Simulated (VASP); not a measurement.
Given:

```yaml
crystal:
  lattice:
    - [4.40817, -2.44931, -0.00171]
    - [4.40817, 2.44931, -0.00171]
    - [3.04881, 0.00000, 4.01694]
  atoms:
    - { symbol: B, position: [0.00996, 0.65431, 0.00996] }
    - { symbol: B, position: [0.00996, 0.00996, 0.65431] }
    - { symbol: B, position: [0.65431, 0.00996, 0.00996] }
    - { symbol: B, position: [0.99004, 0.34569, 0.99004] }
    - { symbol: B, position: [0.99004, 0.99004, 0.34569] }
    - { symbol: B, position: [0.34569, 0.99004, 0.99004] }
    - { symbol: B, position: [0.22054, 0.63167, 0.22054] }
    - { symbol: B, position: [0.22054, 0.22054, 0.63167] }
    - { symbol: B, position: [0.63167, 0.22054, 0.22054] }
    - { symbol: B, position: [0.77946, 0.36833, 0.77946] }
    - { symbol: B, position: [0.77946, 0.77946, 0.36833] }
    - { symbol: B, position: [0.36833, 0.77946, 0.77946] }
```

These are r2SCAN meta-GGA, VASP's PBE PAW potentials (set 64) (plane waves; VASP) values and carry that method's errors. Run with 520 eV cut-off, 6×6×6 Γ-centred mesh, tetrahedra with Blöchl corrections, potentials B.

Q: Estimate the energy per atom (σ→0), band gap (over mesh and band path) with the smallest direct gap where there is one.

A: 
```json
{
  "band gap (over mesh and band path)": "1.63 eV",
  "smallest direct gap (over mesh and band path)": "2.03 eV",
  "energy per atom (σ→0)": "-7344 meV/atom"
}
```

The absolute energy has meaning only against runs of the same code, potentials and settings.

The compound is B in the alpha structure. It was relaxed first.
